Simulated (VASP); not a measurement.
Level of theory: PBE GGA, VASP's PBE PAW potentials (set 64) (plane waves; VASP 6.6.1).

The input files of a VASP run:

**INCAR**
```
GGA = PE   ! PBE
EDIFF = 1E-6   ! SCF stop (eV)
ENCUT = 400   ! plane-wave cut-off (eV)
LMAXMIX = 4   ! l cut-off of mixed one-centre charges
NELM = 100   ! most electronic steps
ISIF = 3   ! ions, shape and volume
LWAVE = F
LREAL = F   ! projection in real space or not
ISMEAR = 0   ! Gaussian
LASPH = T   ! aspherical one-centre terms
LCHARG = F
EDIFFG = -0.01
IBRION = 2   ! conjugate gradients
NSW = 60   ! most ionic steps
PREC = Accurate
ALGO = Normal
SYSTEM = GaP
SIGMA = 0.05   ! width (eV)
```

**POSCAR**
```
GaP
1.0
  0.0000000000   2.7504981288   2.7504981288
  2.7504981288   0.0000000000   2.7504981288
  2.7504981288   2.7504981288   0.0000000000
Ga P
1 1
Cartesian
  0.0000000000   0.0000000000   0.0000000000
  1.3752490644   1.3752490644   1.3752490644
```

**KPOINTS**
```
Automatic mesh
0
Gamma
8 8 8
0 0 0
```

POTCAR, in this order: Ga_d P (PBE.64 set). Program: vasp_std.

The run wrote:

File OUTCAR:
```
 ion  position               nearest neighbor table
   1  0.000  0.000  0.000-   2 2.38   2 2.38   2 2.38   2 2.38
   2  0.250  0.250  0.250-   1 2.38   1 2.38   1 2.38   1 2.38
  LATTYP: Found a face centered cubic cell.
 ALAT       =     5.5009962576
 Subroutine PRICEL returns:
 Original cell was already a primitive cell.
 Subroutine GETGRP returns: Found 24 space group operations
The static configuration has the point symmetry T_d .
The dynamic configuration has the point symmetry T_d .
 Subroutine INISYM returns: Found 24 space group operations
 Subroutine IBZKPT returns following result:
 Found     29 irreducible k-points:

 Following reciprocal coordinates:
            Coordinates               Weight
  0.000000  0.000000  0.000000      1.000000
  0.125000  0.000000  0.000000      8.000000
  0.250000  0.000000  0.000000      8.000000
  0.375000  0.000000  0.000000      8.000000
  0.500000  0.000000  0.000000      4.000000
  0.125000  0.125000  0.000000      6.000000
  0.250000  0.125000  0.000000     24.000000
  0.375000  0.125000  0.000000     24.000000
  0.500000  0.125000  0.000000     24.000000
...
```

**OSZICAR**
```
       N       E                     dE             d eps       ncg     rms          rms(c)
DAV:   1     0.711654183602E+02    0.71165E+02   -0.82925E+03   754   0.166E+03
DAV:   2    -0.430799233466E+01   -0.75473E+02   -0.73256E+02   849   0.292E+02
DAV:   3    -0.930014472616E+01   -0.49922E+01   -0.49756E+01   934   0.682E+01
DAV:   4    -0.938394853978E+01   -0.83804E-01   -0.83777E-01   933   0.985E+00
DAV:   5    -0.938568864890E+01   -0.17401E-02   -0.17400E-02   933   0.115E+00    0.412E+00
DAV:   6    -0.914794651452E+01    0.23774E+00   -0.46810E-01  1144   0.124E+01    0.271E+00
DAV:   7    -0.912368429206E+01    0.24262E-01   -0.10911E-01   958   0.238E+00    0.110E+00
DAV:   8    -0.912385126521E+01   -0.16697E-03   -0.14121E-02   882   0.176E+00    0.151E-01
DAV:   9    -0.912422905509E+01   -0.37779E-03   -0.15939E-03   952   0.690E-01    0.927E-02
DAV:  10    -0.912429657843E+01   -0.67523E-04   -0.13269E-04  1088   0.122E-01    0.465E-02
DAV:  11    -0.912437256023E+01   -0.75982E-04   -0.11611E-04   814   0.112E-01    0.708E-03
DAV:  12    -0.912437170436E+01    0.85587E-06   -0.47169E-06   949   0.353E-02
   1 F= -.91243717E+01 E0= -.91243717E+01  d E =-.912437E+01
```

OUTCAR:
```
------------------------ aborting loop because EDIFF is reached ----------------------------------------
  FORCE on cell =-STRESS in cart. coord.  units (eV):
  Direction    XX          YY          ZZ          XY          YZ          ZX
  --------------------------------------------------------------------------------------
  Total       -0.0106701     -0.0106701     -0.0106701      0.0000000      0.0000000     -0.0000000
  in kB       -0.4107864     -0.4107864     -0.4107864      0.0000000      0.0000000     -0.0000000
  external PRESSURE =      -0.4107864 kB  Pullay stress =       0.0000000 kB
  volume of cell :       41.62
      direct lattice vectors                 reciprocal lattice vectors
     0.000000000  2.750498129  2.750498129    -0.181785254  0.181785254  0.181785254
     2.750498129  0.000000000  2.750498129     0.181785254 -0.181785254  0.181785254
     2.750498129  2.750498129  0.000000000     0.181785254  0.181785254 -0.181785254
  FREE ENERGIE OF THE ION-ELECTRON SYSTEM (eV)
  ---------------------------------------------------
  free  energy   TOTEN  =        -9.1243717044 eV

  energy  without entropy=       -9.1243717044  energy(sigma->0) =       -9.12437170

 reached required accuracy - stopping structural energy minimisation
```
(Selected blocks of OUTCAR.)

The compound is GaP in the zinc blende structure. It was relaxed first. The start is the result of an earlier pass.
